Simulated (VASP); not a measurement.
The system is NbSiO4.

```
CELL_PARAMETERS angstrom
3.09165 0.00000 0.00000
-1.54582 2.67744 0.00000
0.00000 0.00000 6.86477
ATOMIC_POSITIONS crystal
Nb 0.00000 0.00000 0.50000
Si 0.00000 0.00000 0.00000
O 0.66667 0.33333 0.23369
O 0.33333 0.66667 0.76631
O 0.33333 0.66667 0.23369
O 0.66667 0.33333 0.76631
```

The cell was built by a generator and needn't be a form met in nature.

```yaml
Program: VASP 6.6.1
Task: relaxation of cell and atoms
Functional: PBE
Potentials_or_basis: VASP PAW PBE potentials, release 64 (Nb_sv, Si, O)
Cutoff: 520 eV
k_mesh: 5 × 5 × 2
Occupations: gaussian, width 0.15 eV
Spin: no spin polarisation
```

At the start: pressure 35.0 GPa; volume 9.47 Å³/atom.

**Question.** How do energy, volume and symmetry change on relaxing?

**Answer.** Over 14 steps the energy falls by 1287.7 meV/atom and the volume is 9.52 Å³/atom (+0.5 %); space group P6/mmm (No. 191, to 0.05 Å).

Step by step:
```tsv
step	energy change (eV)	largest force (eV/Å)	pressure (GPa)	volume (Å³)
1	0.0000	0.6371	35.03	56.82
2	-3.4931	1.9666	-24.75	74.23
3	-3.5121	1.8587	-18.95	71.60
4	-6.7777	1.4635	-23.61	64.36
5	-7.1370	0.8661	-20.72	61.88
6	-6.8632	0.9293	40.28	49.45
7	-7.6452	0.2453	0.65	55.95
8	-7.6460	0.2345	1.36	55.75
9	-7.7070	0.2870	1.18	56.33
10	-7.7075	0.2721	1.22	56.29
11	-7.7205	0.1722	-0.30	56.91
12	-7.7225	0.0998	-1.57	57.36
13	-7.7251	0.0855	0.41	57.00
14	-7.7262	0.0126	-0.16	57.13
```

Final structure:
```
Nb Si O
1.0
     3.60649    0.00000    0.00000
    -1.80324    3.12331    0.00000
     0.00000    0.00000    5.07156
Nb Si O
1 1 4
Direct
  0.00000 0.00000 0.50000
  0.00000 0.00000 0.00000
  0.66667 0.33333 0.27190
  0.33333 0.66667 0.72810
  0.33333 0.66667 0.27190
  0.66667 0.33333 0.72810
```

Caveat: the k mesh is coarse (spacing up to 0.47 Å⁻¹), so the values aren't converged; an odd number of electrons without spin polarisation forces a metal; a magnetic or distorted state may lie lower.
